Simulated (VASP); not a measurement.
Given:

```
CELL_PARAMETERS angstrom
      0.00000     2.85806     2.85806
      2.85806     0.00000     2.85806
      2.85806     2.85806     0.00000
ATOMIC_POSITIONS crystal
  Li 0.25000 0.25000 0.25000
  Li 0.75000 0.75000 0.75000
  S  0.00000 0.00000 0.00000
```

Computed with revTPSS meta-GGA, VASP's PBE PAW potentials (set 64) (plane waves; VASP 6.6.1). Numerical set-up: 520 eV cut-off, 7×7×7 Γ-centred mesh, Gaussian smearing of 0.050 eV, potentials Li_sv S.

Question: The job: Li2S (antifluorite), 3 atoms, revTPSS, static run, 520 eV, 7×7×7 Γ-centred mesh. Roughly how much core time does it take on a busy server core?

Answer: About 2 core-minutes (one run on a shared machine, a rough figure). It had 20 irreducible k-points, 10 bands, up to 1275 plane waves and 43 electronic steps.

The compound is Li2S in the antifluorite structure. This cell is one point of a volume scan, at 1.03 of the reference volume.
